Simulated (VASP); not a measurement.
Runs of VASP 6.6.1 on CuAu. It takes space group P4/mmm (No. 123, tetragonal). Conventional cell: a = 2.851 Å, b = 2.851 Å, c = 3.582 Å, α = 90.00°, β = 90.00°, γ = 90.00°. Around Cu (site symmetry 4/mmm) lie 8 Au at 2.70 Å and 4 Cu at 2.85 Å. Au (site symmetry 4/mmm) is surrounded by 8 Cu at 2.70 Å and 4 Au at 2.85 Å. The cell comes from a database or a generator and needn't be the stable form of this composition.

```csv
task,level,potentials or basis,cell,k mesh,cutoff (eV),mesh quality,gap on the mesh (eV),pressure (GPa),relaxed volume (Å³/atom)
relaxation of cell and atoms,PBEsol,"VASP PAW PBE potentials, release 64 (Cu, Au)",relaxed,14 × 14 × 12,600,not flagged,none,0.0,14.23
relaxation of cell and atoms,PBEsol,"VASP PAW PBE potentials, release 64 (Cu, Au)",relaxed,6 × 6 × 4,600,coarse,none,0.1,14.15
relaxation of cell and atoms,PBEsol,"VASP PAW PBE potentials, release 64 (Cu, Au)",relaxed,14 × 14 × 12,580,not flagged,none,0.0,14.23
relaxation of cell and atoms,LDA,"VASP PAW LDA potentials, release 64 (Cu, Au)",relaxed,14 × 14 × 12,600,not flagged,none,0.0,13.83
relaxation of cell and atoms,RPBE,"VASP PAW PBE potentials, release 64 (Cu, Au)",relaxed,14 × 14 × 12,600,not flagged,none,0.0,(a)
single point,PBEsol,"VASP PAW PBE potentials, release 64 (Cu, Au)",as given,14 × 14 × 12,520,not flagged,none,-3.8,-
```

Alike in all rows: no spin polarisation; smearing gaussian 0.1 eV.

Q: Fill in the values left out.

A: (a) 15.49.

Caveats: some runs use coarse meshes; the PAW data sets were made with another functional, which shifts forces and pressure a little (some runs).

A k mesh can miss the band edges, and the runs leave out spin-orbit coupling on Au.

A gap of «none» marks a metal or a gap under the smearing width.

Runs at the PBE level aren't shown here.
